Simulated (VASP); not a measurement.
Level of theory: PBEsol GGA, VASP's PBE PAW potentials (set 64) (plane waves; VASP 6.6.1).

VASP input:

**INCAR**
```
SYSTEM = NaF
PREC = Accurate
ENCUT = 400
EDIFF = 1E-6
NELM = 100
ALGO = Normal
LREAL = .FALSE.
LASPH = .TRUE.
ISMEAR = 1
SIGMA = 0.025
GGA = PS
LWAVE = .FALSE.
LCHARG = .FALSE.
ISIF = 2
```

POSCAR:
```
NaF
1.0
  0.0000000000   2.2858950000   2.2858950000
  2.2858950000   0.0000000000   2.2858950000
  2.2858950000   2.2858950000   0.0000000000
Na F
1 1
Cartesian
  0.0000000000   0.0000000000   0.0000000000
  2.2858950000   2.2858950000   2.2858950000
```

KPOINTS:
```
Automatic mesh
0
Gamma
10 10 10
0 0 0
```

POTCAR, in this order: Na_pv F (PBE.64 set). Program: vasp_std.

Output of the run:

OUTCAR:
```
 ion  position               nearest neighbor table
   1  0.000  0.000  0.000-   2 2.29   2 2.29   2 2.29   2 2.29   2 2.29   2 2.29
   2  0.500  0.500  0.500-   1 2.29   1 2.29   1 2.29   1 2.29   1 2.29   1 2.29
  LATTYP: Found a face centered cubic cell.
 ALAT       =     4.5717900000
 Subroutine PRICEL returns:
 Original cell was already a primitive cell.
 Subroutine GETGRP returns: Found 48 space group operations
The static configuration has the point symmetry O_h .
The dynamic configuration has the point symmetry O_h .
 Subroutine INISYM returns: Found 48 space group operations
 Subroutine IBZKPT returns following result:
 Found     47 irreducible k-points:

 Following reciprocal coordinates:
            Coordinates               Weight
  0.000000  0.000000  0.000000      1.000000
  0.100000  0.000000  0.000000      8.000000
  0.200000  0.000000  0.000000      8.000000
  0.300000  0.000000  0.000000      8.000000
  0.400000  0.000000  0.000000      8.000000
  0.500000  0.000000  0.000000      4.000000
  0.100000  0.100000  0.000000      6.000000
  0.200000  0.100000  0.000000     24.000000
  0.300000  0.100000  0.000000     24.000000
  0.400000  0.100000  0.000000     24.000000
  0.500000  0.100000  0.000000     24.000000
 -0.400000  0.100000  0.000000     24.000000
 -0.300000  0.100000  0.000000     24.000000
 -0.200000  0.100000  0.000000     24.000000
 -0.100000  0.100000  0.000000     12.000000
  0.200000  0.200000  0.000000      6.000000
  0.300000  0.200000  0.000000     24.000000
  0.400000  0.200000  0.000000     24.000000
  0.500000  0.200000  0.000000     24.000000
 -0.400000  0.200000  0.000000     24.000000
 -0.300000  0.200000  0.000000     24.000000
 -0.200000  0.200000  0.000000     12.000000
  0.300000  0.300000  0.000000      6.000000
  0.400000  0.300000  0.000000     24.000000
...
```

### OSZICAR
```
       N       E                     dE             d eps       ncg     rms          rms(c)
DAV:   1     0.925171996847E+02    0.92517E+02   -0.73534E+03  1076   0.133E+03
DAV:   2    -0.478492788626E+01   -0.97302E+02   -0.90894E+02  1085   0.320E+02
DAV:   3    -0.946498793170E+01   -0.46801E+01   -0.46676E+01  1193   0.743E+01
DAV:   4    -0.950816546955E+01   -0.43178E-01   -0.43173E-01  1157   0.750E+00
DAV:   5    -0.950858683577E+01   -0.42137E-03   -0.42136E-03  1148   0.760E-01    0.468E+00
DAV:   6    -0.879855146270E+01    0.71004E+00   -0.28246E+00  1260   0.178E+01    0.183E+00
DAV:   7    -0.878238119035E+01    0.16170E-01   -0.26719E-02  1085   0.270E+00    0.105E+00
DAV:   8    -0.877928451785E+01    0.30967E-02   -0.23141E-02  1073   0.402E+00    0.111E-01
DAV:   9    -0.877993073787E+01   -0.64622E-03   -0.37074E-03  1172   0.687E-01    0.742E-02
DAV:  10    -0.877984390435E+01    0.86834E-04   -0.51710E-04  1103   0.345E-01    0.737E-03
DAV:  11    -0.877984624802E+01   -0.23437E-05   -0.20188E-05  1166   0.132E-01    0.454E-03
DAV:  12    -0.877984636806E+01   -0.12004E-06   -0.28912E-06  1110   0.325E-02
   1 F= -.87798464E+01 E0= -.87798509E+01  d E =0.134814E-04
```

File OUTCAR:
```
------------------------ aborting loop because EDIFF is reached ----------------------------------------
  FORCE on cell =-STRESS in cart. coord.  units (eV):
  Direction    XX          YY          ZZ          XY          YZ          ZX
  --------------------------------------------------------------------------------------
  Total       -0.8636079     -0.8636079     -0.8636079      0.0000000     -0.0000000      0.0000000
  in kB      -57.9199738    -57.9199738    -57.9199738      0.0000000     -0.0000000      0.0000000
  external PRESSURE =     -57.9199738 kB  Pullay stress =       0.0000000 kB
  volume of cell :       23.89
      direct lattice vectors                 reciprocal lattice vectors
     0.000000000  2.285895000  2.285895000    -0.218732706  0.218732706  0.218732706
     2.285895000  0.000000000  2.285895000     0.218732706 -0.218732706  0.218732706
     2.285895000  2.285895000  0.000000000     0.218732706  0.218732706 -0.218732706
  FREE ENERGIE OF THE ION-ELECTRON SYSTEM (eV)
  ---------------------------------------------------
  free  energy   TOTEN  =        -8.7798463681 eV

  energy  without entropy=       -8.7798598494  energy(sigma->0) =       -8.77985086
```
(Selected blocks of OUTCAR.)

### OUTCAR
```
 val. band max:       -2.0129855077   @ k =   0.0000   0.0000   0.0000

 cond. band min:       4.3831715988   @ k =   0.0000   0.0000   0.0000


 Fermi energy:        -1.9954617775

 k-point     1 :       0.0000    0.0000    0.0000
  band No.  band energies     occupation
      1     -21.1288      2.00000
      2     -20.6479      2.00000
      3     -20.6479      2.00000
      4     -20.6479      2.00000
      5      -2.0130      1.92054
      6      -2.0130      1.92041
      7      -2.0130      1.92041
      8       4.3832      0.00000
      9      17.1411      0.00000
     10      17.1411      0.00000
     11      17.1411      0.00000

 k-point     2 :       0.1000    0.0000    0.0000
  band No.  band energies     occupation
      1     -21.2471      2.00000
      2     -20.6496      2.00000
      3     -20.6496      2.00000
      4     -20.5216      2.00000
      5      -2.2346      2.00000
      6      -2.0461      2.01468
      7      -2.0461      2.01469
      8       4.7529      0.00000
      9      15.8020      0.00000
     10      17.3089      0.00000
     11      17.3089      0.00000

 k-point     3 :       0.2000    0.0000    0.0000
  band No.  band energies     occupation
      1     -21.4320      2.00000
      2     -20.6532      2.00000
      3     -20.6532      2.00000
      4     -20.3009      2.00000
      5      -2.7276      2.00000
      6      -2.1191      2.00000
      7      -2.1191      2.00000
      8       5.7022      0.00000
      9      14.0222      0.00000
     10      17.7365      0.00000
     11      17.7365      0.00000

 k-point     4 :       0.3000    0.0000    0.0000
  band No.  band energies     occupation
      1     -21.5842      2.00000
      2     -20.6574      2.00000
      3     -20.6574      2.00000
      4     -20.0974      2.00000
      5      -3.2360      2.00000
      6      -2.2057      2.00000
      7      -2.2057      2.00000
      8       6.9312      0.00000
      9      12.5363      0.00000
...
```

At this cut-off the stress carries a Pulay error, which pulls relaxed volumes low.

The structure comes from a computed database's NaF entry; how it stands against other phases isn't given here. The cell was not relaxed at this level. The run is one of a series of settings (ISMEAR = 1, SIGMA = 0.025 against the base run), some of them coarse on purpose.
